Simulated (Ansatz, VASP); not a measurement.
**Cross-check of CaB6 between VASP and Ansatz**

Aim: how closely do two programs agree when they are given the same cell, functional and k mesh? The cell is taken from a series of runs on this material, whose earlier steps may have relaxed, scaled, displaced or heated it; both programs get it as it stands.

Program: Ansatz 0.2.0. Level of theory: plane waves, with VASP 6.6.1 beside it; PBE. Results are calculated unless marked as measured.

## Step 1: The structure

The structure is cubic, space group Pm-3m (No. 221). The conventional cell has a = 4.145 Å, b = 4.145 Å, c = 4.145 Å, α = 90.00°, β = 90.00°, γ = 90.00°. Nearest to Ca lie 24 B at 3.05 Å. Nearest to B lie 6 B at 1.72 to 2.43 Å and 4 Ca at 3.05 Å. Farther neighbours are not listed.

Coordinates:

```xyz
7
Lattice="4.1450 0.0000 0.0000 0.0000 4.1450 0.0000 0.0000 0.0000 4.1450" Properties=species:S:1:pos:R:3 pbc="T T T"
Ca    2.0725    2.0725    2.0725
B     0.0000    0.0000    1.2145
B     0.0000    0.0000    2.9305
B     1.2145    0.0000    0.0000
B     2.9305    0.0000    0.0000
B     0.0000    1.2145    0.0000
B     0.0000    2.9305    0.0000
```

## Step 2: VASP: relaxation of cell and atoms, PBE

The relaxed volume is the usual yardstick between codes: in a stiff, nearly cubic crystal its relative difference is about their pressure difference at one cell divided by the bulk modulus.

Lines of VASP's logs that name or quote its potential files are left out, and so is its time.

File INCAR:

```
SYSTEM = CaB6
PREC = Accurate
ENCUT = 500
EDIFF = 1E-07
NELM = 120
ISMEAR = 0
SIGMA = 0.01
LREAL = .FALSE.
ALGO = Normal
GGA = PE
NBANDS = 21
LORBIT = 11
LWAVE = .FALSE.
LCHARG = .FALSE.
ISIF = 3
IBRION = 2
NSW = 80
EDIFFG = -0.005
LASPH = .TRUE.
GGA_COMPAT = .FALSE.
NELMIN = 4
KPAR = 2
```

File POSCAR:

```
CaB6
1.0
    4.1450000000      0.0000000000      0.0000000000
    0.0000000000      4.1450000000      0.0000000000
    0.0000000000      0.0000000000      4.1450000000
Ca B
1 6
Direct
    0.5000000000      0.5000000000      0.5000000000
    0.0000000000      0.0000000000      0.2930000000
    0.0000000000      0.0000000000      0.7070000000
    0.2930000000      0.0000000000      0.0000000000
    0.7070000000      0.0000000000      0.0000000000
    0.0000000000      0.2930000000      0.0000000000
    0.0000000000      0.7070000000      0.0000000000
```

File KPOINTS:

```
Automatic mesh
0
Gamma
8 8 8
0 0 0
```

PAW data sets: Ca_sv and B (PBE family, release 64).

Command:

```sh
$ mpirun -np 2 vasp_std
```

Numbers of over 12 decimals in the logs are rounded to 6 here.

Output:

```text
[banner, memory and clock lines left out]
running    2 mpi-ranks, on    1 nodes
 distrk:  each k-point on    1 cores,    2 groups
 distr:  one band on    1 cores,    1 groups

 POSCAR found type information on POSCAR CaB
 POSCAR found :  2 types and       7 ions
 LDA part: xc-table for (Slater+PW92), standard interpolation
 POSCAR, INCAR and KPOINTS ok, starting setup
 FFT: planning ... GRIDC
 FFT: planning ... GRID_SOFT
 FFT: planning ... GRID
 WAVECAR not read
 entering main loop
       N       E                     dE             d eps       ncg     rms          rms(c)
DAV:   1     0.148249286892E+03    0.14825E+03   -0.13128E+04  1470   0.121E+03
DAV:   2    -0.426285254659E+02   -0.19088E+03   -0.18541E+03  1923   0.297E+02
DAV:   3    -0.504506034562E+02   -0.78221E+01   -0.77966E+01  2508   0.548E+01
DAV:   4    -0.506117370044E+02   -0.16113E+00   -0.16085E+00  2135   0.615E+00
DAV:   5    -0.506166073267E+02   -0.48703E-02   -0.48698E-02  2201   0.803E-01    0.104E+01
DAV:   6    -0.457374741449E+02    0.48791E+01   -0.68709E+00  1971   0.140E+01    0.530E+00
DAV:   7    -0.449354075848E+02    0.80207E+00   -0.53411E+00  2042   0.103E+01    0.157E+00
DAV:   8    -0.449785751551E+02   -0.43168E-01   -0.11093E+00  2008   0.591E+00    0.950E-01
DAV:   9    -0.449229528589E+02    0.55622E-01   -0.14910E-01  1976   0.208E+00    0.209E-01
DAV:  10    -0.449222860206E+02    0.66684E-03   -0.32594E-02  2216   0.858E-01    0.143E-01
DAV:  11    -0.449224341310E+02   -0.14811E-03   -0.29752E-03  1787   0.322E-01    0.497E-02
DAV:  12    -0.449224698610E+02   -0.35730E-04   -0.12711E-04  2046   0.684E-02    0.296E-02
DAV:  13    -0.449224414852E+02    0.28376E-04   -0.22845E-04  1964   0.797E-02    0.596E-03
DAV:  14    -0.449224409769E+02    0.50825E-06   -0.14406E-05  1922   0.246E-02    0.222E-03
DAV:  15    -0.449224407948E+02    0.18206E-06   -0.50677E-07  1892   0.404E-03    0.103E-03
DAV:  16    -0.449224408325E+02   -0.37639E-07   -0.11505E-07  1639   0.186E-03
   1 F= -.44922441E+02 E0= -.44922441E+02  d E =-.449224E+02
[...]
2 F= -.44586009E+02 E0= -.44585942E+02  d E =0.336432E+00
[...]
3 F= -.45014546E+02 E0= -.45014546E+02  d E =-.921047E-01
[...]
4 F= -.45014564E+02 E0= -.45014564E+02  d E =-.921232E-01
[...]
5 F= -.45015089E+02 E0= -.45015089E+02  d E =-.525369E-03
 trial-energy change:   -0.000525  1 .order   -0.000517   -0.001223    0.000188
 step:   0.7500(harm=  0.7466)  dis= 0.00062  next Energy=   -45.015102 (dE=-0.538E-03)
 bond charge predicted
       N       E                     dE             d eps       ncg     rms          rms(c)
DAV:   1    -0.450151276887E+02   -0.38308E-04   -0.92403E-04  1765   0.245E-01    0.292E-02
DAV:   2    -0.450151085289E+02    0.19160E-04   -0.53448E-05  1812   0.541E-02    0.157E-02
DAV:   3    -0.450151024591E+02    0.60698E-05   -0.36559E-05  2358   0.379E-02    0.443E-03
DAV:   4    -0.450151019992E+02    0.45996E-06   -0.20913E-06  1818   0.103E-02    0.215E-03
DAV:   5    -0.450151012228E+02    0.77643E-06   -0.30536E-07  2010   0.352E-03    0.265E-04
DAV:   6    -0.450151012406E+02   -0.17819E-07   -0.19604E-08   973   0.102E-03
   6 F= -.45015101E+02 E0= -.45015101E+02  d E =-.537169E-03
 curvature:  -0.37 expect dE=-0.521E-07 dE for cont linesearch -0.101E-07
 trial: gam= 0.00396 g(F)=  0.816E-07 g(S)=  0.585E-07 ort =-0.619E-05 (trialstep = 0.839E+00)
 search vector abs. value=  0.113E-06
 reached required accuracy - stopping structural energy minimisation
```

Parts of OUTCAR (step 2):

```text
ion  position               nearest neighbor table
   1  0.500  0.500  0.500-
   2  0.000  0.000  0.293-   3 1.72   4 1.72   5 1.72   6 1.72   7 1.72
   3  0.000  0.000  0.707-   2 1.72   4 1.72   5 1.72   6 1.72   7 1.72
   4  0.293  0.000  0.000-   5 1.72   3 1.72   2 1.72   6 1.72   7 1.72
   5  0.707  0.000  0.000-   4 1.72   3 1.72   2 1.72   6 1.72   7 1.72
   6  0.000  0.293  0.000-   7 1.72   3 1.72   4 1.72   5 1.72   2 1.72
   7  0.000  0.707  0.000-   6 1.72   3 1.72   4 1.72   5 1.72   2 1.72

  LATTYP: Found a simple cubic cell.
 ALAT       =     4.1450000000

 Subroutine GETGRP returns: Found 48 space group operations
 (whereof 48 operations were pure point group operations)

The static configuration has the point symmetry O_h .

 Found     35 irreducible k-points:

   k-points           NKPTS =     35   k-points in BZ     NKDIM =     35   number of bands    NBANDS=     21

   dimension x,y,z NGX =    30 NGY =   30 NGZ =   30
   dimension x,y,z NGXF=    60 NGYF=   60 NGZF=   60

   ENCUT  =  500.0 eV  36.75 Ry    6.06 a.u.   7.56  7.56  7.56*2*pi/ulx,y,z

   NELECT =      28.0000    total number of electrons

 k-points in reciprocal lattice and weights: Automatic mesh
   0.00000000  0.00000000  0.00000000       0.002
   0.12500000  0.00000000  0.00000000       0.012
   0.25000000  0.00000000  0.00000000       0.012
   0.37500000  0.00000000  0.00000000       0.012
   0.50000000  0.00000000  0.00000000       0.006
   0.12500000  0.12500000  0.00000000       0.023
   0.25000000  0.12500000  0.00000000       0.047
   0.37500000  0.12500000  0.00000000       0.047
   0.50000000  0.12500000  0.00000000       0.023
[...]
0.50000000  0.50000000  0.37500000       0.012
   0.50000000  0.50000000  0.50000000       0.002

 average (electrostatic) potential at core
       1 -45.4458       2 -26.6980       3 -26.6980       4 -26.6980       5 -26.6980
       6 -26.6980       7 -26.6980

 E-fermi :   4.6794

 k-point     1 :       0.0000    0.0000    0.0000
  band No.  band energies     occupation
    ...
     10      -0.6546      2.00000
     11      -0.6546      2.00000
     12       4.3228      2.00000
     13       4.3228      2.00000
     14       4.3228      2.00000
     15       7.4700      0.00000
     16       7.4700      0.00000
     17       7.4700      0.00000
     18       8.0037      0.00000
     19       8.0037      0.00000
    ...

 k-point     2 :       0.1250    0.0000    0.0000
  band No.  band energies     occupation
    ...
     10      -0.6045      2.00000
     11       0.0792      2.00000
     12       3.8920      2.00000
     13       3.8920      2.00000
     14       4.3726      2.00000
     15       6.5100      0.00000
     16       7.9217      0.00000
     17       7.9217      0.00000
     18       8.1129      0.00000
     19       9.0013      0.00000
    ...

 k-point     3 :       0.2500    0.0000    0.0000
  band No.  band energies     occupation
    ...
     10      -0.4749      2.00000
     11       1.3299      2.00000
     12       3.1203      2.00000
     13       3.1203      2.00000
     14       4.5016      2.00000
     15       5.5100      0.00000
     16       8.1700      0.00000
     17       8.1700      0.00000
     18       8.3743      0.00000
     19       8.9058      0.00000
    ...

  Total        0.0016818      0.0016818      0.0016818      0.0000000      0.0000000      0.0000000
  in kB        0.0377320      0.0377320      0.0377320      0.0000000      0.0000000      0.0000000
  external PRESSURE =       0.0377320 kB  Pullay stress =       0.0000000 kB

  energy-cutoff  :      500.00
  volume of cell :       71.41
      direct lattice vectors                 reciprocal lattice vectors
     4.148791675  0.000000000 -0.000000000     0.241034036  0.000000000 -0.000000000
    -0.000000000  4.148791675 -0.000000000    -0.000000000  0.241034036  0.000000000
     0.000000000 -0.000000000  4.148791675     0.000000000  0.000000000  0.241034036

 POSITION                                       TOTAL-FORCE (eV/Angst)
 -----------------------------------------------------------------------------------
      2.07440      2.07440      2.07440        -0.000000     -0.000000     -0.000000
      0.00000     -0.00000      1.23739        -0.000000     -0.000000      0.000531
      0.00000     -0.00000      2.91140        -0.000000      0.000000     -0.000531
      1.23739      0.00000     -0.00000         0.000531      0.000000     -0.000000
      2.91140      0.00000     -0.00000        -0.000531     -0.000000     -0.000000
      0.00000      1.23739      4.14879        -0.000000      0.000531     -0.000000
     -0.00000      2.91140     -0.00000        -0.000000     -0.000531     -0.000000
 -----------------------------------------------------------------------------------
    total drift:                                0.000000      0.000000      0.000000

  FREE ENERGIE OF THE ION-ELECTRON SYSTEM (eV)
  ---------------------------------------------------
  free  energy   TOTEN  =       -45.0151012406 eV

  energy  without entropy=      -45.0151012387  energy(sigma->0) =      -45.01510124

 reached required accuracy - stopping structural energy minimisation

 total charge
# of ion       s       p       d       tot
------------------------------------------
    1        2.012   5.841   0.210   8.063
    2        0.699   1.365   0.000   2.064
    3        0.699   1.365   0.000   2.064
    4        0.699   1.365   0.000   2.064
    5        0.699   1.365   0.000   2.064
    6        0.699   1.365   0.000   2.064
    7        0.699   1.365   0.000   2.064
--------------------------------------------------
tot          6.208  14.028   0.210  20.446

[... 3 further parts left out ...]
```

CONTCAR:

```
CaB6
   1.00000000000000
     4.1487916750318972    0.0000000000000000   -0.0000000000000000
    -0.0000000000000000    4.1487916750318972   -0.0000000000000000
     0.0000000000000000   -0.0000000000000000    4.1487916750318972
  Ca              B
     1     6
Direct
     0.5000000000000000    0.5000000000000000    0.5000000000000000
     0.0000000000000000    0.0000000000000000    0.2982529235395641
     0.0000000000000000    0.0000000000000000    0.7017470764604359
     0.2982529235395641    0.0000000000000000    0.0000000000000000
     0.7017470764604359    0.0000000000000000    0.0000000000000000
     0.0000000000000000    0.2982529235395641    1.0000000000000000
     0.0000000000000000    0.7017470764604359    0.0000000000000000
```

The gap is read on the k-mesh alone, so it is an upper bound where the band edges lie off the mesh. The run keeps the 48 symmetry operations of its start, so it cannot find a distortion of lower symmetry.

(Continued in part 2 of 2.)

[Lines on the potential files, build, host, timing and source positions are cut from VASP's logs without a mark.]

[Logs are printed without paths, hosts, clocks, repeated set-up lines and the standing remarks that a program may print on its own settings, such as how far it seeks lower states.]

[Hosts, paths, dates, database ids (printed as entryN), source tags and the programs' standing remarks are cut or masked in the printed files.]
